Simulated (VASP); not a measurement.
# SiC: Born charges and dielectric tensor with PBE

**Measured values to compare with.**

“Insight into the structural, elastic and electronic properties of a new orthorhombic 6O-SiC polytype”, 2020, pmc:7200658 quotes, for a bulk crystal of SiC: band gap 2.4 eV (indirect).

From “Infrared properties of SiC particles”, 1999, arxiv:astro-ph/9903031, for a bulk crystal of SiC: high-frequency dielectric constant 6.49.

The system is SiC.

```
CELL_PARAMETERS angstrom
0.00000 2.18904 2.18904
2.18904 0.00000 2.18904
2.18904 2.18904 0.00000
ATOMIC_POSITIONS crystal
Si 0.00000 0.00000 0.00000
C 0.25000 0.25000 0.25000
```

- Program: VASP 6.6.1
- Task: Born charges and dielectric tensor
- Functional: PBE
- Potentials or basis: VASP PAW PBE potentials, release 64 (Si, C)
- Cutoff: 700 eV
- k mesh: 12 × 12 × 12
- Occupations: gaussian, width 0.02 eV
- Spin: no spin polarisation
- Further INCAR settings: ALGO = Normal; EDIFF = 1e-08; IBRION = 8; NSW = 1

* Band gap on the k mesh: 1.37 eV, indirect (least direct gap 4.53 eV)
* Electronic dielectric tensor (diagonal): 7.01
* Born charges (mean of the diagonal): Si +2.68; C -2.68 e
* Highest phonon frequency at Γ, LO-TO splitting left out: 776 cm⁻¹

Levels at points of the mesh, in eV from the valence-band top:
```tsv
k point	band 2	band 3	band 4	band 5	band 6	band 7
(0.00, 0.00, 0.00)	0.00	0.00	0.00	6.07	7.21	7.21
(0.50, 0.00, 0.00)	-8.46	-1.05	-1.05	5.31	7.17	7.17
(0.50, 0.50, 0.00)	-7.75	-3.16	-3.16	1.37	4.28	13.87
```

Phonon frequencies in cm⁻¹ (negative: imaginary):
| q point | frequencies |
| --- | --- |
| (0.000, 0.000, 0.000) | 0 0 0 776 776 776 |

Electronic dielectric tensor:
```
7.01 0.00 0.00
0.00 7.01 0.00
0.00 0.00 7.01
```

Born effective charge tensors (e):
atom 1, Si
```
2.68 0.00 0.00
0.00 2.68 0.00
0.00 0.00 2.68
```
atom 2, C
```
-2.68  0.00  0.00
 0.00 -2.68  0.00
 0.00  0.00 -2.68
```

Run time: 10 min on 1 thread of Intel(R) Xeon(R) Platinum 8259CL CPU @ 2.50GHz (Skylake/Cascade Lake) (shared host), peak memory 0.32 GiB.

Measured gap of SiC: 2.4 eV (indirect; quoted in “Insight into the structural, elastic and electronic properties of a new orthorhombic 6O-SiC polytype”, 2020, pmc:7200658). This calculation gives 1.37 eV (-1.03 eV). The value is that of PBE on a finite k mesh, which can miss the band edges, without temperature or zero-point motion. Semilocal functionals fall short of measured gaps as a rule. Measured high-frequency dielectric constant of SiC: 6.49 (quoted in “Infrared properties of SiC particles”, 1999, arxiv:astro-ph/9903031). This calculation gives 7.01 (+8.0 %).
